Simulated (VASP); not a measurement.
OSZICAR of a VASP run on Al:

File OSZICAR:
```
       N       E                     dE             d eps       ncg     rms          rms(c)
DAV:   1    -0.523523079072E+02   -0.52352E+02   -0.11001E-05   958   0.191E-02    0.324E-03
DAV:   2    -0.523523067695E+02    0.11377E-05   -0.22149E-05   781   0.206E-02    0.228E-03
DAV:   3    -0.523523066180E+02    0.15150E-06   -0.46270E-06   760   0.116E-02    0.929E-04
DAV:   4    -0.523523067115E+02   -0.93472E-07   -0.36734E-07   542   0.590E-03
   1 F= -.52352307E+02 E0= -.52352734E+02  d E =0.128272E-02
```

### Question
Which electronic solver shows in the log?

### Answer
It is blocked Davidson (ALGO = Normal, or the opening steps of other solvers). The INCAR had ALGO = Normal.

### Question
Can the final energy be trusted as converged?

### Answer
The run converged. It stopped with EDIFF = 1E-6, NELM = 100 (r2SCAN meta-GGA, plane waves, VASP's PBE PAW potentials (set 64)).

The cell is a thin slab with vacuum, built from Al (fcc): (110) face.
